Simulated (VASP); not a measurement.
A VASP calculation is set up with these files.

**KPOINTS**
```
Automatic mesh
0
Gamma
6 6 3
0 0 0
```

### POSCAR
```
CdSe
1
    2.1500000000    -3.7239090000     0.0000000000
    2.1500000000     3.7239090000     0.0000000000
    0.0000000000     0.0000000000     7.0100000000
Cd Se
2 2
Direct
  0.6666670000   0.3333330000   0.5000000000
  0.3333330000   0.6666670000   0.0000000000
  0.6666670000   0.3333330000   0.8760000000
  0.3333330000   0.6666670000   0.3760000000
```

**INCAR**
```
SYSTEM = CdSe
PREC = Accurate; ENCUT = 400; LREAL = .FALSE.
LASPH = .TRUE.
EDIFF = 1E-6; NELM = 100; ALGO = Normal
LMAXMIX = 4
ISMEAR = 0; SIGMA = 0.05
GGA = PE
ISIF = 2
LWAVE = .FALSE.; LCHARG = .FALSE.
```

POTCAR, in this order: Cd Se (PBE.64 set). Program: vasp_std.

Write an equivalent input for Ansatz.

One equivalent input (not run):
Ansatz 0.2 input:
```yaml
crystal:
  lattice:
    - [2.1500000, -3.7239090, 0.0000000]
    - [2.1500000, 3.7239090, 0.0000000]
    - [0.0000000, 0.0000000, 7.0100000]
  atoms:
    - { symbol: Cd, position: [0.6666670, 0.3333330, 0.5000000] }
    - { symbol: Cd, position: [0.3333330, 0.6666670, 0.0000000] }
    - { symbol: Se, position: [0.6666670, 0.3333330, 0.8760000] }
    - { symbol: Se, position: [0.3333330, 0.6666670, 0.3760000] }
kpoints:
  mp_grid: { grid: [6, 6, 3] }
hamiltonian:
  xc: pbe
  pseudopotentials: { kind: paw }
scf:
  occupations: { method: gaussian, width: 0.05 }
  max_iter: 100
output: { forces: true, stress: true, eigenvalues: true }
```
Limits of the translation: each code has its own PAW files, so the cut-off isn't converted (ENCUT is set for VASP's; basis.ecutwfc is left out, and Ansatz then takes the one that its files recommend); Ansatz stops its SCF on the density residual and VASP on the energy change (EDIFF).

The compound is CdSe in the wurtzite structure. The cell was not relaxed at this level.
